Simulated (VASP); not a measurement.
OSZICAR of a VASP run on CuZn (CsCl type):

File OSZICAR:
```
       N       E                     dE             d eps       ncg     rms          rms(c)
DAV:   1     0.109675310397E+03    0.10968E+03   -0.11396E+04  2624   0.250E+03
DAV:   2    -0.302965158549E+01   -0.11270E+03   -0.10987E+03  2520   0.326E+02
DAV:   3    -0.606927845509E+01   -0.30396E+01   -0.30321E+01  3109   0.727E+01
DAV:   4    -0.609046300491E+01   -0.21185E-01   -0.21166E-01  3039   0.523E+00
DAV:   5    -0.609071835744E+01   -0.25535E-03   -0.25535E-03  3290   0.607E-01    0.967E+00
DAV:   6    -0.591269338430E+01    0.17802E+00   -0.17058E+01  2758   0.109E+02    0.597E+00
DAV:   7    -0.500131559529E+01    0.91138E+00   -0.38326E+00  2702   0.105E+02    0.234E+00
DAV:   8    -0.500391110889E+01   -0.25955E-02   -0.18787E-01  3428   0.611E+00    0.132E+00
DAV:   9    -0.499414782573E+01    0.97633E-02   -0.20492E-02  3136   0.376E+00    0.520E-02
DAV:  10    -0.499416829208E+01   -0.20466E-04   -0.51026E-04  2976   0.288E-01    0.273E-02
DAV:  11    -0.499417237987E+01   -0.40878E-05   -0.72859E-06  3092   0.335E-02    0.119E-02
DAV:  12    -0.499417096464E+01    0.14152E-05   -0.64828E-07  1925   0.240E-02    0.150E-03
DAV:  13    -0.499417097866E+01   -0.14017E-07   -0.23749E-07  1631   0.139E-02
   1 F= -.34240707E+01 E0= -.34240907E+01  d E =-.342407E+01
       N       E                     dE             d eps       ncg     rms          rms(c)
DAV:   1    -0.631747998060E+01   -0.13233E+01   -0.17500E+01  2520   0.986E+01    0.959E+00
DAV:   2    -0.551887936654E+01    0.79860E+00   -0.12316E+01  2558   0.962E+01    0.457E+00
DAV:   3    -0.496755057369E+01    0.55133E+00   -0.27703E+00  2602   0.734E+01    0.201E+00
DAV:   4    -0.492990342548E+01    0.37647E-01   -0.15205E-01  3576   0.912E+00    0.928E-01
DAV:   5    -0.491375899588E+01    0.16144E-01   -0.87606E-03  4184   0.185E+00    0.826E-02
DAV:   6    -0.491379130985E+01   -0.32314E-04   -0.61105E-04  3853   0.356E-01    0.392E-02
DAV:   7    -0.491378925076E+01    0.20591E-05   -0.29689E-05  4079   0.160E-01    0.293E-03
DAV:   8    -0.491378937071E+01   -0.11994E-06   -0.22502E-06  1843   0.440E-02
   2 F= -.34305886E+01 E0= -.34305760E+01  d E =-.651787E-02
       N       E                     dE             d eps       ncg     rms          rms(c)
DAV:   1    -0.517478453486E+01   -0.26100E+00   -0.30268E+00  2520   0.438E+01    0.358E+00
DAV:   2    -0.502458788008E+01    0.15020E+00   -0.15375E+00  2542   0.329E+01    0.157E+00
DAV:   3    -0.496966951810E+01    0.54918E-01   -0.38804E-01  2617   0.193E+01    0.102E+00
DAV:   4    -0.495862873626E+01    0.11041E-01   -0.24082E-02  3331   0.491E+00    0.387E-01
DAV:   5    -0.495573700385E+01    0.28917E-02   -0.24155E-03  4032   0.905E-01    0.317E-02
DAV:   6    -0.495572757438E+01    0.94295E-05   -0.17050E-04  3506   0.302E-01    0.104E-02
DAV:   7    -0.495573402017E+01   -0.64458E-05   -0.44597E-06  3113   0.463E-02    0.142E-03
DAV:   8    -0.495573458738E+01   -0.56721E-06   -0.12300E-06  1550   0.185E-02
   3 F= -.34374825E+01 E0= -.34374737E+01  d E =-.134118E-01
```

Q: Which electronic solver shows in the log?

A: It is blocked Davidson (ALGO = Normal, or the opening steps of other solvers). The INCAR had ALGO = Normal.

Q: Can the final energy be trusted as converged?

A: Self-consistency was reached. It stopped with EDIFF = 1E-6, NELM = 100, NSW = 40 and EDIFFG = -0.02 after 3 ionic steps (PBE GGA, plane waves, VASP's PBE PAW potentials (set 64)). Energy and stress use the plane-wave basis of the starting cell.

The compound is CuZn in the CsCl type structure. This run relaxes it under an external pressure of 10 GPa. Symmetry was kept, so distortions that lower it aren't found. The electron count is odd and the run is not spin-polarised, which forces a metal.
